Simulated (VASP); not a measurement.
Data:

```
CSi
1.0
    1.54588    -2.67754     0.00000
    1.54588     2.67754     0.00000
    0.00000     0.00000     5.07745
Si C
2 2
Direct
  0.66667   0.33333   0.49958
  0.33333   0.66667   0.99958
  0.66667   0.33333   0.87542
  0.33333   0.66667   0.37542
```

Level of theory: PW91 GGA, VASP's PBE PAW potentials (set 64) (plane waves; VASP 6.6.1). Run with 520 eV cut-off, Gaussian smearing of 0.050 eV, potentials Si C.

Question: Give the energies of bands 3 to 11 at the high-symmetry points, in eV from the valence-band maximum.

Answer: 
| band | Γ | M | K | A | L | H |
|---|---|---|---|---|---|---|
| 3 | -8.59 | -7.71 | -6.62 | -4.40 | -8.17 | -7.68 |
| 4 | -1.30 | -6.24 | -6.24 | -4.40 | -8.17 | -7.68 |
| 5 | -1.30 | -5.36 | -6.24 | -0.71 | -2.42 | -5.54 |
| 6 | -0.11 | -3.28 | -3.98 | -0.71 | -2.42 | -5.54 |
| 7 | 0.00 | -3.23 | -3.98 | -0.71 | -2.31 | -1.73 |
| 8 | 0.00 | -1.19 | -3.77 | -0.71 | -2.31 | -1.73 |
| 9 | 4.70 | 2.78 | 2.33 | 5.78 | 3.27 | 5.01 |
| 10 | 6.04 | 4.22 | 8.12 | 5.78 | 3.27 | 5.01 |
| 11 | 6.58 | 6.77 | 8.78 | 7.28 | 5.21 | 6.00 |

The gap is indirect, 2.33 eV, from the valence maximum at Γ to the conduction minimum at K.

Measured: gap 3.33 eV (computed value off by -1.00 eV), as given by Daiki Deguchi et al., Japanese Journal of Applied Physics (2016), arXiv:1512.06930.

The compound is SiC in the wurtzite structure, the rare 2H polytype. It was relaxed first.
